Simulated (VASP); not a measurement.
Here is the system:

```
CELL_PARAMETERS angstrom
      1.71798    -2.97563     0.00000
      1.71798     2.97563     0.00000
      0.00000     0.00000     5.56232
ATOMIC_POSITIONS crystal
  Tl 0.33333 0.66667 0.25000
  Tl 0.66667 0.33333 0.75000
```

Computed with PBEsol GGA, VASP's PBE PAW potentials (set 64) (plane waves; VASP 6.6.1). Settings: 400 eV cut-off, 14×14×8 Γ-centred mesh, tetrahedra with Blöchl corrections, potentials Tl_d.

Unless said otherwise, spin-orbit coupling is left out, though it shifts the bands of the heavy elements here.

Question: What does the run give for the energy per atom (σ→0), band gap (on the k-mesh) with the smallest direct gap where there is one?

Answer: 
- band gap (on the k-mesh): none (metal, semimetal or under 0.01 eV)
- energy per atom (σ→0): -2.630 eV/atom

Only differences to runs with the same potentials and settings are physical.

The compound is Tl in the hcp structure. It was relaxed first.
